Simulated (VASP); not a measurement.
VASP ran on this input.

### INCAR
```
SYSTEM = NbP
PREC = Accurate
ENCUT = 400
EDIFF = 1E-6
NELM = 100
ALGO = Normal
LREAL = .FALSE.
LASPH = .TRUE.
ISMEAR = 0
SIGMA = 0.05
METAGGA = R2SCAN
LMIXTAU = .TRUE.
LMAXMIX = 4
LWAVE = .FALSE.
LCHARG = .FALSE.
IBRION = 2
ISIF = 3
NSW = 60
EDIFFG = -0.01
```

File POSCAR:
```
NbP
1
    2.9786650000     0.0000000000     0.0000000000
    0.0000000000     2.9786650000     0.0000000000
    0.0000000000     0.0000000000     2.9786650000
Nb P
1 1
Direct
  0.0000000000   0.0000000000   0.0000000000
  0.5000000000   0.5000000000   0.5000000000
```

File KPOINTS:
```
Regular mesh
0
Gamma
 8 8 8
0 0 0
```

POTCAR, in this order: Nb_sv P (PBE.64 set). Program: vasp_std.

### Question
Translate this r2SCAN calculation to Ansatz.

### Answer
One equivalent input (not run):
Ansatz 0.2 input:
```yaml
crystal:
  lattice:
    - [2.9786650, 0.0000000, 0.0000000]
    - [0.0000000, 2.9786650, 0.0000000]
    - [0.0000000, 0.0000000, 2.9786650]
  atoms:
    - { symbol: Nb, position: [0.0000000, 0.0000000, 0.0000000] }
    - { symbol: P, position: [0.5000000, 0.5000000, 0.5000000] }
kpoints:
  mp_grid: { grid: [8, 8, 8] }
hamiltonian:
  xc: r2scan
  pseudopotentials: { kind: paw }
scf:
  occupations: { method: gaussian, width: 0.05 }
  max_iter: 100
relax:
  max_steps: 60
  f_tol: 0.01
  cell: {}
output: { forces: true, stress: true, eigenvalues: true }
```
Limits of the translation: each code has its own PAW files, so the cut-off isn't converted (ENCUT is set for VASP's; basis.ecutwfc is left out, and Ansatz then takes the one that its files recommend); Ansatz stops its SCF on the density residual and VASP on the energy change (EDIFF).

The structure was generated: NbP was put into the CsCl type (Pm-3m), which need not be its known phase. This run relaxes it. Symmetry was kept, so distortions that lower it aren't found.
